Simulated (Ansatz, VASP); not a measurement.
Two plane-wave programs on Si

```xyz
2
Lattice="0.0000 2.7978 2.6979 2.7978 0.0000 2.6979 2.7978 2.7978 0.0000" Properties=species:S:1:pos:R:3 pbc="T T T"
Si    2.7978    2.7978    2.6979
Si    4.1967    4.1967    4.0469
```

Alike in both runs: task single point; functional LDA; k mesh 12 × 12 × 12; occupations gaussian, width 0.05 eV; no spin polarisation.

```csv
,VASP,Ansatz
version,VASP 6.6.1,Ansatz 0.2.0
potentials or method,"VASP PAW LDA potentials, release 64 (Si)","scalar-relativistic, plane waves, PAW"
plane-wave cutoff (eV),520,420
valence electrons in the cell,8,8
```

|  | VASP | Ansatz | Ansatz less VASP |
| --- | --- | --- | --- |
| gap on the k mesh at the Fermi level (eV) | 0.19 | 0.19 | +0.002 |
| least direct gap on the mesh (eV) | 2.19 | 2.18 | -0.007 |
| pressure (GPa) | -5.8 | -5.8 | -0.04 |
| largest component of the traceless stress (GPa) | 2.18 | 2.18 | -0.001 |

Ansatz warned: «pseudo_functional_mismatch».
